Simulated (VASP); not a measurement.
A cell of HfB2 (AlB2 type) near equilibrium:

```yaml
crystal:
  lattice:
    - [1.56601, -2.71241, 0.00000]
    - [1.56601, 2.71241, 0.00000]
    - [0.00000, 0.00000, 3.48212]
  atoms:
    - { symbol: Hf, position: [0.00000, 0.00000, 0.00000] }
    - { symbol: B, position: [0.33333, 0.66667, 0.50000] }
    - { symbol: B, position: [0.66667, 0.33333, 0.50000] }
```

Level of theory: r2SCAN meta-GGA, VASP's PBE PAW potentials (set 64) (plane waves; VASP).

| run | ΔE (meV/atom) | σxx | σyy | σzz | largest shear component, with its sign (GPa) | largest force (eV/Å) |
|---|---|---|---|---|---|---|
| as it is | 0.0 | -0.03 | -0.03 | -0.05 | 0.00 | 0.000 |
| after one change | 14.9 | -0.01 | 1.58 | 0.01 | 0.00 | 1.200 |
Stress is in GPa, positive when the cell is compressed.

### Question
Name the change that produced these shifts.
(A) biaxial strain of +2.0 % in the xy plane
(B) atom 3 (B) moved by -0.075 Å along y
(C) atom 1 (Hf) moved by -0.200 Å along z
(D) atom 2 (B) moved by -0.025 Å along z

### Answer
B, atom 3 (B) moved by -0.075 Å along y

The compound is HfB2 in the AlB2 type structure.
